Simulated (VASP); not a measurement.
Crystal: BAs.

```
CELL_PARAMETERS angstrom
0.00000 2.39187 2.39187
2.39187 0.00000 2.39187
2.39187 2.39187 0.00000
ATOMIC_POSITIONS crystal
B 0.00000 0.00000 0.00000
As 0.25000 0.25000 0.25000
```

The cell was built by a generator and needn't be a form met in nature.

Base run:

- Program: VASP 6.6.1
- Functional: PBE
- Potentials or basis: VASP PAW PBE potentials, release 64 (B, As)
- Cutoff: 520 eV
- k mesh: 6 × 6 × 6
- Occupations: gaussian, width 0.01 eV
- Spin: no spin polarisation

Its results: band gap on the k mesh 1.28 eV, indirect (least direct gap 3.27 eV); pressure 2.9 GPa.

Q: The run is repeated on the same cell with these changes: functional from PBE to HSE06; k mesh from 6 × 6 × 6 to 4 × 4 × 4. What comes out?

A: Band gap on the k mesh 2.12 eV, indirect (least direct gap 4.14 eV); pressure -0.6 GPa.

Several settings changed at once, so the effect can't be laid on one alone.

Caveats: some runs use coarse meshes; the PAW data sets were made with another functional, which shifts forces and pressure a little (some runs).

A k mesh can miss the band edges.
